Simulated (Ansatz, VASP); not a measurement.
## Cross-check of TaTeSe (2H-TaSeTe monolayer) between VASP and Ansatz

Wanted: the spread between two codes on one cell, functional and k mesh. The structure shown is the start of the Ansatz relaxation below; VASP solves that cell, so the two are compared at the walk's first step.

Main program and level: Ansatz 0.2.0; plane waves, with VASP 6.6.1 beside it; single point at PBE with D3(BJ).

**1. Set-up**

The cell holds 3 atoms: 1 Te, 1 Ta and 1 Se. Its edges and angles: a = 3.722 Å, b = 3.722 Å, c = 38.407 Å, α = 90.0°, β = 90.0°, γ = 120.0°. Vacuum lies along c.

**2. Ansatz: relaxation, PBE with D3(BJ)**

Ansatz runs on its PAW soft_1 files.

The two programs are compared at the cell with which this relaxation starts, whose forces are those of its first step.

input.yaml

```yaml
crystal:
  lattice:
    - [3.72226, 0.0, 0.0]
    - [-1.86113, 3.2235717195, 0.0]
    - [0.0, 0.0, 38.4074418531]
  atoms:
    - { symbol: Te, position: [0.3333333333, 0.6666666667, 0.4517353711] }
    - { symbol: Ta, position: [0.0, 0.0, 0.5035900551], spin: 1.0 }
    - { symbol: Se, position: [0.3333333333, 0.6666666667, 0.5482646289] }
  periodic: [true, true, false]
magnetization:
  spin_polarized: true
kpoints:
  mp_grid: { grid: [12, 12, 1] }
hamiltonian:
  xc: pbe
  dispersion: d3bj
  pseudopotentials: { kind: paw, azcp: { folder: soft_1 } }
scf:
  occupations: { method: fermi_dirac, width: 0.05 }
  convergence: { dr2_threshold: 1.0e-09 }
relax:
  f_tol: 0.004
  max_steps: 90
  cell: {}
output:
  write_potential: true
  write_density: true
  volumetric_format: npy
```

Started as:

```bash
ansatz run input.yaml --threads 2 --pin off --max-ram 3072MiB --backend cpu --events-out ev --progress --plain --runs-dir out
```

Numbers of over 12 decimals in the logs are rounded to 6 here.

Output:

```text
Warning: relax.cell: scf.convergence.dr2_threshold = 1e-9 eV is looser than the 1.5966452377e-10 eV advised for a relaxation that steers and ends on the stress (1e-10 eV for each atom of the cell: 3, times the square of relax.cell.stress_2d_tol = 0.05 N/m over 13.7 Å (the atoms' height at the walk's start and 5 Å past either face), 3.648e-2 GPa, over a crystal's default 0.05). What an SCF threshold leaves in a stress goes as its square root, and in the free energy as the threshold itself, and one threshold admits the most on a small cell: [figures from the program's tests cut] Set scf.convergence.dr2_threshold to 1.5966452377e-10 eV or tighter. [rest of the remark cut]
Engine: ansatz 0.2.0, aarch64-unknown-linux-gnu
Pseudopotentials: kind: paw
Pseudopotential: Te, paw, valence charge 16, recommended cutoff 420 eV (normal), soft_1/Te.paw.azcp
Pseudopotential: Ta, paw, valence charge 13, recommended cutoff 420 eV (normal), soft_1/Ta.paw.azcp
Pseudopotential: Se, paw, valence charge 16, recommended cutoff 420 eV (normal), soft_1/Se.paw.azcp
Functional definition: PBE
  parameter kappa = 0.804
  parameter beta = 0.066725
  exchange = pbe_x(kappa = kappa, mu = beta*pi^2/3)
  correlation = pbe_c(beta = beta)
Crystal: 3 atoms, lattice volume = 460.850 Å³
Basis set: ecut = 420 eV, 9033 PW (Γ), exchange–correlation on 50×50×540 points (8 copies of the dense FFT grid, shifted against one another)
Bands: 28, of which v1, the nominal top of the filled ones, is band 23 counted from 1 (22 counted from 0)
Symmetry: 6 space group operations
Space group: P3m1 (ITA 156), of the structure as read, at distance tolerance 7.7e-5 Å
Magnetic group: BNS 156.49 (UNI 1279), of the structure as read, at distance tolerance 7.7e-5 Å
k-points: 19 of 144 (time reversal used)
Non-local potential: Te, projectors of the file, l = 0: 2, l = 1: 2, l = 2: 2, l = 3: 1
Non-local potential: Ta, projectors of the file, l = 0: 3, l = 1: 2, l = 2: 2, l = 3: 1
Non-local potential: Se, projectors of the file, l = 0: 2, l = 1: 2, l = 2: 3, l = 3: 1
PAW form: soft (Blöchl's): semilocal exchange-correlation on the pseudo side does not see the compensation charge
PAW one-centre angular grid: Te, 590 points (default); XC on 64 Gauss nodes
PAW one-centre angular grid: Ta, 590 points (default); XC on 64 Gauss nodes
PAW one-centre angular grid: Se, 590 points (default); XC on 64 Gauss nodes
Initial density: superposition of atomic densities (neutral atoms: chi_scale 0, normalization atom)
Starting moments: Σ|m| = 1 μB on 1 of 3 sites
Initial wavefunctions: pseudopotential atomic-orbital guess
Functional: x = pbe(κ = 0.804, μ = 0.219515), c = pbe(β = 0.066725)
iter 1 solved again at ethr=3.10e-3 eV; its pass at ethr=3.10e-3 eV (dr2=1.39e0 eV) is discarded
SCF iter   1: F=—  HF=-22384.900803 eV  |F-HF|=—  |Δ(HF+E_count)|=         —  Δρ=7.49e-3 (↑7.49e-3 ↓6.41e-3)  dr2=1.41e0  dr2_m=2.08e-2  M=0.728 μB ∫|m|=0.860 μB  β_m=0.30  ethr=3.10e-3  ⟨swp⟩=1.7  Hψ=9010  notcnv=0
Mixer restart at iter 1: flushing history
preconditioner: auto → LDOS  [metal: Δε(μ)=0.078 eV  Ē_g=7.632 eV  σ=0.050 eV  W_gap=0.37  n_scr=22 (ndim 8)  ℏωp=7.1 eV  f_vac=0.793  D(μ)=1.60/eV (n_scr^D=8)]
spin=Collinear: LDOS preconditioning applied to the charge; magnetization (m = ρ↑ − ρ↓) channel mixes plain (no charge-response kernel on spin).
SCF iter   2: F=—  HF=-22384.672578 eV  |F-HF|=—  |Δ(HF+E_count)|=   2.28e-1  Δρ=5.17e-3 (↑5.17e-3 ↓4.46e-3)  dr2=5.07e-1  dr2_m=1.11e-2  M=0.731 μB ∫|m|=0.853 μB  β_m=0.51  ethr=3.10e-3  ⟨swp⟩=2.8  Hψ=1640  notcnv=0
SCF iter   3: F=—  HF=-22384.592726 eV  |F-HF|=—  |Δ(HF+E_count)|=   7.99e-2  Δρ=1.58e-3 (↑1.48e-3 ↓1.58e-3)  dr2=2.58e-2  dr2_m=1.31e-3  M=0.717 μB ∫|m|=0.814 μB  β_m=0.59  ethr=1.13e-3  ⟨swp⟩=3.8  Hψ=2030  notcnv=0  defer=1
SCF iter   4: F=—  HF=-22384.601724 eV  |F-HF|=—  |Δ(HF+E_count)|=         —  Δρ=7.10e-4 (↑7.10e-4 ↓5.51e-4)  dr2=2.17e-3  dr2_m=1.04e-3  M=0.669 μB ∫|m|=0.734 μB  β_m=0.59  ethr=5.73e-5  ⟨swp⟩=2.7  Hψ=2177  notcnv=0  defer=31
SCF iter   5: F=—  HF=-22384.603147 eV  |F-HF|=—  |Δ(HF+E_count)|=   1.42e-3  Δρ=2.95e-4 (↑2.92e-4 ↓2.95e-4)  dr2=1.76e-4  dr2_m=2.76e-4  M=0.663 μB ∫|m|=0.717 μB  β_m=0.80  ethr=4.83e-6  ⟨swp⟩=2.9  Hψ=1835  notcnv=0  defer=31
[...]
Basis set: ecut = 420 eV, 8091 PW (Γ), exchange–correlation on 48×48×540 points (8 copies of the dense FFT grid, shifted against one another)
Initial wavefunctions: pseudopotential atomic-orbital guess (no wavefunctions were taken with the density)
iter 1 solved again at ethr=8.55e-8 eV; its pass at ethr=3.10e-3 eV (dr2=3.85e-5 eV) is discarded
SCF iter   1: F=—  HF=-22385.069084 eV  |F-HF|=—  |Δ(HF+E_count)|=         —  Δρ=2.22e-5 (↑2.22e-5 ↓2.22e-5)  dr2=1.49e-6  dr2_m=7.13e-13  M=0.000 μB ∫|m|=0.000 μB  β_m=0.65  ethr=8.55e-8  ⟨swp⟩=7.8  Hψ=13368  notcnv=0
spin=Collinear: LDOS preconditioning applied to the charge; magnetization (m = ρ↑ − ρ↓) channel mixes plain (no charge-response kernel on spin).
SCF iter   2: F=—  HF=-22385.069102 eV  |F-HF|=—  |Δ(HF+E_count)|=   1.84e-5  Δρ=7.31e-6 (↑7.31e-6 ↓7.31e-6)  dr2=1.72e-7  dr2_m=3.22e-13  M=0.000 μB ∫|m|=0.000 μB  β_m=0.54  ethr=3.32e-9  ⟨swp⟩=3.0  Hψ=2156  notcnv=0
SCF iter   3: F=—  HF=-22385.069102 eV  |F-HF|=—  |Δ(HF+E_count)|=   2.59e-7  Δρ=2.51e-6 (↑2.51e-6 ↓2.51e-6)  dr2=2.66e-8  dr2_m=2.12e-13  M=0.000 μB ∫|m|=0.000 μB  β_m=0.59  ethr=3.83e-10  ⟨swp⟩=3.9  Hψ=2536  notcnv=0
SCF iter   4: F=—  HF=-22385.069102 eV  |F-HF|=—  |Δ(HF+E_count)|=   5.15e-8  Δρ=4.91e-7 (↑4.91e-7 ↓4.90e-7)  dr2=2.99e-9  dr2_m=1.84e-13  M=0.000 μB ∫|m|=0.000 μB  β_m=0.68  ethr=5.91e-11  ⟨swp⟩=3.3  Hψ=1954  notcnv=0
SCF iter   5: F=-22385.069102 eV  HF=-22385.069102 eV  |F-HF|=2.68e-9  |Δ(HF+E_count)|=   6.87e-9  Δρ=9.48e-8 (↑9.48e-8 ↓9.42e-8)  dr2=6.20e-10  dr2_m=5.57e-14  M=0.000 μB ∫|m|=0.000 μB  ethr=2.22e-12  ⟨swp⟩=13.9  Hψ=8939  notcnv=0
the starting moments were not kept: the SCF closed with an absolute magnetisation of 7.1e-6 μB, where they sum to 1 μB in size (1 site). That is at most 0.1 of that sum. Measured as dr2_m measures the in/out step, that magnetisation stands 6.0e-12 eV from none, at or under the dr2_threshold of 1.0e-9 eV: it is no larger than a step whose dr2_m would equal this threshold.
SCF 7 converged in 5 iterations: F = -22385.069102 eV  dr2 = 6.20e-10
relax step   7: F+E_penalty+E_count = -22385.06910232 eV  Δ(F+E_penalty+E_count) = +1.029e-3 eV  max|allowed force component| = 1.874e-3 eV/Å  Δτ_max = 0.0000 Å  P = -0.001 N/m  Ω = 418.622 Å³  fix = [c, alpha, beta]  reactions: c -0.000 N/m  stress off target by 5.60e-4 N/m on what of the cell is left free  SCF on the basis re-selected at this cell (its energy is not comparable with the rows above)  (5 SCF iters)
basis re-selected at this cell: Δ(F+E_penalty+E_count) = +1.029e-3 eV, ΔP = -0.002 N/m vs the last step (what re-selecting the basis moved, of the pressure what is left beyond the Pulay correction that the steps carried, after the strain that the cell walked since its last selection, with what the two solves' SCF thresholds leave and, on support functions, any second-order correction that the steps lacked; it is no measure of the basis error at this ecutwfc). The dense FFT grid was sized anew with the basis: this SCF ran on 24×24×270 points, the steps before it on 25×25×270, so part of this shift can come from that change (see relax.cell in the input reference). [rest of the remark cut]
WARN: The input density's exchange-correlation potential varies sharply where the density is thin. Do not read a vacuum level from v_tot or v_xc, or from such a field of the output density. On a cell that repeats whose density bears no net charge and no dipole along the vacuum's axis use v_es (v_loc + v_h of the components); under efield.dipole_correction with no amplitude use v_es + v_field, which holds any external [...]
SCF converged after 5 iterations
Magnetization: 0.0000 μB (22.5000 up, 22.5000 down)
Absolute magnetization: 0.0000 μB (∫|ρ↑−ρ↓|, with the PAW one-centre terms)
Spin contamination: 0.0000 ħ² per cell (⟨S²⟩ above its minimum at these occupations)
Per-site moments (μB) at R_I (Å): [(2.2800300966170962e-7, 1.155945), (3.2521323979576862e-6, 1.070867), (3.3540792933303474e-7, 1.070867)]
Free energy (F): -22385.069102 eV
Harris-Foulkes:  -22385.069102 eV  (|F-HF|=2.68e-9)
Internal energy: -22385.043812 eV  (E = F + TS)
E sigma→0 (E₀):  -22385.056457 eV
Entropy (-TS):   -0.025290 eV (-8.430 meV/atom)
Fermi energy:    -4.981691 eV
--- Per-component energies (eV) ---
  E_band       = -1487.170213
  E_kinetic    = 676.393322
  E_local      = -135972.803787  (includes V_loc(G=0)·N_el)
  E_nonlocal   = -298.801722
  E_hartree    = 67611.491806
  E_xc         = -528.636822
  E_vxc        = -425.766070  (∫ρ·V_xc dr)
  E_paw        = -15107.092803  (= ΣΔE_a)
  E_vpaw       = -689.176330  (= ΣTr[D̂ρ^β])
  E_aug_tail   = -0.000192  (compensation charges beyond the density's cutoff)
  E_ewald      = 61235.425446
  E_disp       = -1.019060  (pairwise vdW)
  E_smearing   = -0.025290  (= −TS)
  E_closure    = -0.000000  (closes the sum)
  Σ components = -22385.069102   (vs F -22385.069102, Δ=0.00e0)
--- Forces (eV/Å), atoms counted from 1 ---
  atom   1  Te     0.00000000     0.00000000    -0.00187589
  atom   2  Ta    -0.00000000    -0.00000000     0.00083274
  atom   3  Se     0.00000000     0.00000000     0.00103733
  max |Σ_I F_I| component: 5.82e-6 eV/Å
--- 2D stress c σ (N/m, compression-positive) ---
       -0.000560       0.000000      -0.000000
        0.000000      -0.000560       0.000000
       -0.000000       0.000000      -0.000000
  P = ½ c Tr σ = -0.0006 N/m
--- Band table (eV; the first three rows and the last of 38) ---
  k-point 0 ↑: bands = [... 19 lower, -6.8678, -5.3917, -5.3917, -4.4341, -1.9213, -1.9213, -1.4908, -1.4908, ... 1 higher]
  k-point 1 ↑: bands = [... 19 lower, -6.8105, -5.5929, -5.5063, -4.4836, -2.1183, -1.9250, -1.8531, -1.5234, ... 1 higher]
  k-point 2 ↑: bands = [... 19 lower, -6.9860, -6.0364, -5.7086, -4.7200, -2.5665, -2.1086, -2.0331, -1.2505, ... 1 higher]
  k-point 18 ↓: bands = [... 19 lower, -8.2208, -7.9004, -6.6354, -4.4842, -3.1090, -1.8892, -1.2328, -0.0034, ... 1 higher]
  the weakly bound empty levels are not read free of the cell's end (no_gap_told)
--- Relaxed structure (6 steps of the walk, 6 accepted, 1 SCFs on fresh bases) ---
  F+E_penalty+E_count = -22385.06910232 eV   max|allowed force component| = 1.874e-3 eV/Å   (the final SCF, on the basis selected at the relaxed cell)
  cell:  # Å, volume = 418.6219 Å³
    - [3.547627, -1.2925424701571497e-17, 0]
    - [-1.773814, 3.072335, 0]
    - [0, 0, 38.4074418531]
  atoms:
    - { symbol: Te, position: [0.333333, 0.666667, 0.454157] }
    - { symbol: Ta, position: [0, -3.700743415524895e-17, 0.503952] }
    - { symbol: Se, position: [0.333333, 0.666667, 0.545482] }
```

In the SCF lines HF is the Harris–Foulkes energy and dr2 the Hartree energy of the density residual, in eV; the loop may stop once dr2 is under the threshold and the program's other checks hold. Hψ counts applications of the Hamiltonian.

(Part 1 of 2 ends here.)

[Lines on the potential files, build, host, timing and source positions are cut from VASP's logs without a mark.]

[Logs are printed without paths, hosts, clocks, repeated set-up lines and the standing remarks that a program may print on its own settings, such as how far it seeks lower states.]

[Hosts, paths, dates, database ids (printed as entryN), source tags and the programs' standing remarks are cut or masked in the printed files.]
